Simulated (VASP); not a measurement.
OSZICAR of a VASP run on HfSc3N4 (ordered alloy cell):

File OSZICAR:
```
       N       E                     dE             d eps       ncg     rms          rms(c)
DAV:   1     0.100678696509E+04    0.10068E+04   -0.28908E+04  7556   0.187E+03
DAV:   2     0.775282731240E+02   -0.92926E+03   -0.91562E+03  9540   0.715E+02
DAV:   3    -0.834062899891E+02   -0.16093E+03   -0.15469E+03 12376   0.269E+02
DAV:   4    -0.968820660206E+02   -0.13476E+02   -0.13282E+02 11904   0.763E+01
DAV:   5    -0.973391828649E+02   -0.45712E+00   -0.45323E+00 12360   0.183E+01    0.626E+01
DAV:   6    -0.821831441855E+02    0.15156E+02   -0.10457E+02 11478   0.608E+01    0.443E+01
DAV:   7    -0.816952107042E+02    0.48793E+00   -0.97892E+00 11056   0.219E+01    0.295E+01
DAV:   8    -0.815521068946E+02    0.14310E+00   -0.27165E+00 10910   0.157E+01    0.115E+01
DAV:   9    -0.814259961669E+02    0.12611E+00   -0.65157E-01 10997   0.761E+00    0.370E+00
DAV:  10    -0.814250157969E+02    0.98037E-03   -0.26916E-02 10840   0.129E+00    0.818E-01
DAV:  11    -0.814243623501E+02    0.65345E-03   -0.70690E-03 10595   0.499E-01    0.955E-02
DAV:  12    -0.814243088939E+02    0.53456E-04   -0.62344E-04 11160   0.213E-01    0.442E-02
DAV:  13    -0.814243013247E+02    0.75692E-05   -0.15550E-04 11592   0.826E-02    0.286E-02
DAV:  14    -0.814242981386E+02    0.31861E-05   -0.34590E-05 10616   0.363E-02    0.103E-02
DAV:  15    -0.814242977409E+02    0.39768E-06   -0.31096E-06  7080   0.173E-02
   1 F= -.81424298E+02 E0= -.81423545E+02  d E =-.814243E+02
       N       E                     dE             d eps       ncg     rms          rms(c)
DAV:   1    -0.814263195799E+02   -0.20214E-02   -0.25846E-01 11747   0.657E+00    0.734E-01
DAV:   2    -0.814252326854E+02    0.10869E-02   -0.15952E-02 10833   0.113E+00    0.188E-01
DAV:   3    -0.814248092040E+02    0.42348E-03   -0.16884E-03 11504   0.298E-01    0.847E-02
DAV:   4    -0.814247138306E+02    0.95373E-04   -0.38210E-04 11433   0.214E-01    0.553E-02
DAV:   5    -0.814247081192E+02    0.57114E-05   -0.37246E-05 11600   0.471E-02    0.521E-02
DAV:   6    -0.814247095739E+02   -0.14547E-05   -0.71130E-06  9491   0.209E-02    0.910E-03
DAV:   7    -0.814247096268E+02   -0.52950E-07   -0.40675E-06  7524   0.173E-02
   2 F= -.81424710E+02 E0= -.81424001E+02  d E =-.411886E-03
       N       E                     dE             d eps       ncg     rms          rms(c)
DAV:   1    -0.814248849047E+02   -0.17533E-03   -0.18058E-02 11727   0.173E+00    0.197E-01
DAV:   2    -0.814248111778E+02    0.73727E-04   -0.11260E-03 10900   0.301E-01    0.499E-02
DAV:   3    -0.814247805920E+02    0.30586E-04   -0.12058E-04 11408   0.791E-02    0.225E-02
DAV:   4    -0.814247732491E+02    0.73429E-05   -0.26932E-05 11282   0.568E-02    0.149E-02
DAV:   5    -0.814247722940E+02    0.95510E-06   -0.16125E-06  5368   0.123E-02
   3 F= -.81424772E+02 E0= -.81424051E+02  d E =-.474553E-03
       N       E                     dE             d eps       ncg     rms          rms(c)
DAV:   1    -0.814249562446E+02   -0.18300E-03   -0.77960E-02 11472   0.360E+00    0.353E-01
DAV:   2    -0.814249178512E+02    0.38393E-04   -0.42067E-03 10206   0.539E-01    0.107E-01
DAV:   3    -0.814248364675E+02    0.81384E-04   -0.35460E-04 12204   0.147E-01    0.422E-02
DAV:   4    -0.814248230587E+02    0.13409E-04   -0.58584E-05 11185   0.812E-02    0.354E-02
DAV:   5    -0.814248221246E+02    0.93413E-06   -0.39364E-06  7536   0.174E-02
   4 F= -.81424822E+02 E0= -.81424137E+02  d E =-.498306E-04
```

Question: Which electronic solver shows in the log?

Answer: It is blocked Davidson (ALGO = Normal, or the opening steps of other solvers). The INCAR had ALGO = Normal.

Question: Can the final energy be trusted as converged?

Answer: The run converged. It stopped with EDIFF = 1E-6, NELM = 100, NSW = 60 and EDIFFG = -0.02 after 4 ionic steps (PBEsol GGA, plane waves, VASP's PBE PAW potentials (set 64)).

The structure was generated: HfSc3N4 was put into an ordered model structure (R-3m), which need not be its known phase. This run relaxes it. Symmetry was kept, so distortions that lower it aren't found. The start is the result of an earlier pass. The electron count is odd and the run is not spin-polarised, which forces a metal.
